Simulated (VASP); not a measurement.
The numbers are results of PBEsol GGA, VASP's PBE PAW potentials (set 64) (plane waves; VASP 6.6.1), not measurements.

The input files of a VASP run:

### INCAR
```
! general
SYSTEM  = TiCo
PREC    = Accurate
ENCUT   = 520
LREAL   = .FALSE.
LASPH   = .TRUE.

! electronic loop
EDIFF   = 1E-7   ! SCF stop (eV)
NELM    = 100
ALGO    = Normal   ! blocked Davidson
LMAXMIX = 4

! smearing
ISMEAR  = 1
SIGMA   = 0.1

! functional
GGA     = PS   ! PBEsol

! ions
ISIF    = 2   ! forces and stress, cell fixed

! output
LWAVE   = .FALSE.
LCHARG  = .FALSE.
```

**KPOINTS**
```
Automatic mesh
0
gamma
  12 12 12
0 0 0
```

File POSCAR:
```
TiCo
1
    2.9883373955     0.0000000000     0.0000000000
    0.0000000000     2.9883373955     0.0000000000
    0.0000000000     0.0000000000     2.9883373955
Ti Co
1 1
Direct
  0.0000000000   0.0000000000   0.0000000000
  0.5000000000   0.5000000000   0.5000000000
```

POTCAR, in this order: Ti_sv Co (PBE.64 set). Program: vasp_std.

What VASP printed:

File OSZICAR:
```
       N       E                     dE             d eps       ncg     rms          rms(c)
DAV:   1     0.149588185718E+03    0.14959E+03   -0.10529E+04  2352   0.187E+03
DAV:   2    -0.100603255727E+02   -0.15965E+03   -0.15707E+03  2388   0.408E+02
DAV:   3    -0.191951469637E+02   -0.91348E+01   -0.90544E+01  3736   0.107E+02
DAV:   4    -0.195028491110E+02   -0.30770E+00   -0.30503E+00  2952   0.160E+01
DAV:   5    -0.195138005241E+02   -0.10951E-01   -0.10951E-01  3394   0.280E+00    0.139E+01
DAV:   6    -0.178541820315E+02    0.16596E+01   -0.18977E+01  2602   0.658E+01    0.956E+00
DAV:   7    -0.191361092369E+02   -0.12819E+01   -0.31007E+01  3892   0.549E+01    0.210E+01
DAV:   8    -0.168431373338E+02    0.22930E+01   -0.15564E+01  3532   0.383E+01    0.164E+00
DAV:   9    -0.168491214720E+02   -0.59841E-02   -0.42206E-01  3446   0.642E+00    0.182E+00
DAV:  10    -0.168395308050E+02    0.95907E-02   -0.85759E-02  3302   0.362E+00    0.499E-01
DAV:  11    -0.168374124999E+02    0.21183E-02   -0.12009E-02  3184   0.134E+00    0.268E-01
DAV:  12    -0.168370070936E+02    0.40541E-03   -0.20745E-03  3690   0.437E-01    0.622E-02
DAV:  13    -0.168369530470E+02    0.54047E-04   -0.13263E-04  2856   0.102E-01    0.332E-02
DAV:  14    -0.168369453021E+02    0.77450E-05   -0.50364E-05  3250   0.623E-02    0.533E-03
DAV:  15    -0.168369456038E+02   -0.30178E-06   -0.16828E-06  2660   0.161E-02    0.167E-03
DAV:  16    -0.168369457230E+02   -0.11917E-06   -0.93357E-08  1768   0.377E-03    0.700E-04
DAV:  17    -0.168369457168E+02    0.61686E-08   -0.17473E-08  1314   0.202E-03
   1 F= -.16836946E+02 E0= -.16836399E+02  d E =-.164020E-02
```

File OUTCAR:
```
------------------------ aborting loop because EDIFF is reached ----------------------------------------
  FORCE on cell =-STRESS in cart. coord.  units (eV):
  Direction    XX          YY          ZZ          XY          YZ          ZX
  --------------------------------------------------------------------------------------
  Total       -1.6907609     -1.6907609     -1.6907609      0.0000000      0.0000000      0.0000000
  in kB     -101.5088472   -101.5088472   -101.5088472      0.0000000      0.0000000      0.0000000
  external PRESSURE =    -101.5088472 kB  Pullay stress =       0.0000000 kB
  volume of cell :       26.69
      direct lattice vectors                 reciprocal lattice vectors
     2.988337395  0.000000000  0.000000000     0.334634236  0.000000000  0.000000000
     0.000000000  2.988337395  0.000000000     0.000000000  0.334634236  0.000000000
     0.000000000  0.000000000  2.988337395     0.000000000  0.000000000  0.334634236
 POSITION                                       TOTAL-FORCE (eV/Angst)
 -----------------------------------------------------------------------------------
      0.00000      0.00000      0.00000         0.000000      0.000000      0.000000
      1.49417      1.49417      1.49417         0.000000      0.000000      0.000000
 -----------------------------------------------------------------------------------
    total drift:                                0.000000      0.000000     -0.000000
  FREE ENERGIE OF THE ION-ELECTRON SYSTEM (eV)
  ---------------------------------------------------
  free  energy   TOTEN  =       -16.8369457168 eV

  energy  without entropy=      -16.8353055205  energy(sigma->0) =      -16.83639898
```
(Selected blocks of OUTCAR.)

The compound is TiCo in the CsCl type structure. This cell is one point of a volume scan, at 1.06 of the reference volume. The run is not spin-polarised, so no magnetic state was tried. The electron count is odd and the run is not spin-polarised, which forces a metal.
